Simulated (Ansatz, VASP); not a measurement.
K3SbI: VASP beside Ansatz

```
K Sb I
1.0
     6.49097    0.00000    0.00000
     0.00000    6.49097    0.00000
     0.00000    0.00000    6.42431
K Sb I
3 1 1
Direct
  0.00000 0.50000 0.00000
  0.50000 0.00000 0.00000
  0.50000 0.50000 0.50000
  0.00000 0.00000 0.50000
  0.00000 0.00000 0.00000
```

Alike in both runs: functional PBE; k mesh 4 × 4 × 4; occupations gaussian, width 0.1 eV; no spin polarisation.

Ansatz relaxed the structure, and its values are those at the end. VASP's run is a single point on that final structure, the one shown.

```csv
,VASP,Ansatz
version,VASP 6.6.1,Ansatz 0.2.0
potentials or method,"VASP PAW PBE potentials, release 64 (K_sv, Sb, I)","scalar-relativistic, plane waves, PAW"
plane-wave cutoff (eV),520,420
valence electrons in the cell,39,59
```

```csv
,VASP,Ansatz,Ansatz less VASP
gap on the k mesh at the Fermi level (eV),none,none,-
pressure (GPa),0.1,0.1,0.00
```

A gap of «none» marks a metal or a gap that the smearing closes. The two sets of potentials don't hold the same shells in valence.

Caveats: an odd number of electrons without spin polarisation forces a metal; a magnetic or distorted state may lie lower. Spin-orbit coupling is left out, which matters for the levels of I, Sb.
